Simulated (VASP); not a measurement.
The system is InBi.

```
CELL_PARAMETERS angstrom
4.89500 0.00000 0.00000
0.00000 4.89500 0.00000
0.00000 0.00000 4.87439
ATOMIC_POSITIONS crystal
In 0.00000 0.00000 0.00000
In 0.50000 0.50000 0.00000
Bi 0.00000 0.50000 0.40027
Bi 0.50000 0.00000 0.59973
```

Base run:

```yaml
Program: VASP 6.6.1
Functional: r2SCAN
Potentials_or_basis: VASP PAW PBE potentials, release 64 (In_d, Bi_d)
Cutoff: 520 eV
k_mesh: 8 × 8 × 8
Occupations: methfessel-paxton, width 0.1 eV
Spin: no spin polarisation
```

Its results: pressure 1.7 GPa.

The run is repeated on the same cell with these changes: functional from r2SCAN to PBEsol. What comes out?

Pressure -0.1 GPa.

Caveats: the PAW data sets were made with another functional, which shifts forces and pressure a little.
